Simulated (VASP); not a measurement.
An input for Quantum ESPRESSO's pw.x (written as the equivalent of a VASP run, and not itself run):

```
&CONTROL
  calculation = 'scf'
  pseudo_dir = './pseudo'
  outdir = './out'
  tprnfor = .true.
  tstress = .true.
/
&SYSTEM
  ibrav = 0
  nat = 2
  ntyp = 2
  ecutwfc = 96
  occupations = 'tetrahedra'
  input_dft = 'pbesol'
/
&ELECTRONS
  conv_thr = 7.3e-09
  electron_maxstep = 100
/
ATOMIC_SPECIES
  Mn 54.938 Mn.upf
  Ge 72.630 Ge.upf
CELL_PARAMETERS angstrom
     2.8769134    0.0000000   -0.0000000
     0.0000000    2.8769134    0.0000000
     0.0000000    0.0000000    2.8769134
ATOMIC_POSITIONS crystal
  Mn   0.0000000  0.0000000  0.0000000
  Ge   0.5000000  0.5000000  0.5000000
K_POINTS automatic
  14 14 14 0 0 0
```

Problem. Translate this input to VASP (INCAR, KPOINTS, POSCAR, choice of POTCAR).

Solution. This is not unique; one that fits is 
**INCAR**
```
! general
SYSTEM  = MnGe
PREC    = Accurate
ENCUT   = 400
LREAL   = F
LASPH   = T   ! aspherical one-centre terms

! electronic loop
EDIFF   = 1E-7   ! SCF stop (eV)
NELM    = 100
ALGO    = Normal   ! blocked Davidson
LMAXMIX = 4   ! l cut-off of mixed one-centre charges

! smearing
ISMEAR  = -5   ! tetrahedra, Bloechl

! functional
GGA     = PS   ! PBEsol

! ions
ISIF    = 2   ! forces and stress, cell fixed

! output
LWAVE   = F
LCHARG  = T
LORBIT  = 11   ! lm-projected
NEDOS   = 601   ! DOS grid
```

KPOINTS:
```
Automatic
0
G
14 14 14
0 0 0
```

**POSCAR**
```
MnGe
1
    2.8769133683     0.0000000000    -0.0000000000
    0.0000000000     2.8769133683     0.0000000000
    0.0000000000     0.0000000000     2.8769133683
Mn Ge
1 1
Direct
  0.0000000000   0.0000000000   0.0000000000
  0.5000000000   0.5000000000   0.5000000000
```

POTCAR, in this order: Mn_pv Ge_d (PBE.64 set). Program: vasp_std.

The two are equivalent in intent, not identical: the potentials are each code's own (VASP's PAW set, PseudoDojo norm-conserving files in pw.x), so ENCUT and ecutwfc are chosen apart and not converted; conv_thr bounds pw.x's estimated SCF error, while EDIFF bounds the energy change between steps.

The structure was generated: MnGe was put into the CsCl type (Pm-3m), which need not be its known phase. It was relaxed first, which changed the volume by -12 %.
